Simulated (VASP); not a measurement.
Data:

```
CELL_PARAMETERS angstrom
      2.54257     0.00000     0.00000
     -1.27129     2.20193     0.00000
      0.00000     0.00000     4.20545
ATOMIC_POSITIONS crystal
  B  0.66667 0.33333 0.99979
  B  0.33333 0.66667 0.49979
  N  0.66667 0.33333 0.62521
  N  0.33333 0.66667 0.12521
```

These are PBEsol GGA, VASP's PBE PAW potentials (set 64) (plane waves; VASP) values and carry that method's errors. Run with 520 eV cut-off, 10×10×5 Γ-centred mesh, Gaussian smearing of 0.010 eV, potentials B N.

Problem. Give the electronic dielectric tensor ε∞ (DFPT, local fields included).

Solution. 
```
4.59  0.00  0.00
0.00  4.59  0.00
0.00  0.00  4.75
```

Problem. Give the Born effective charges.

Solution. 
```json
[
 {"atom": "B1", "Z*xx": "1.84", "Z*yy": "1.84", "Z*zz": "1.93", "mean": "1.87"},
 {"atom": "B2", "Z*xx": "1.84", "Z*yy": "1.84", "Z*zz": "1.93", "mean": "1.87"},
 {"atom": "N3", "Z*xx": "-1.84", "Z*yy": "-1.84", "Z*zz": "-1.93", "mean": "-1.87"},
 {"atom": "N4", "Z*xx": "-1.84", "Z*yy": "-1.84", "Z*zz": "-1.93", "mean": "-1.87"}
]
```

The structure comes from a computed database's BN entry (P6_3mc); how it stands against other phases isn't given here. It was relaxed first.
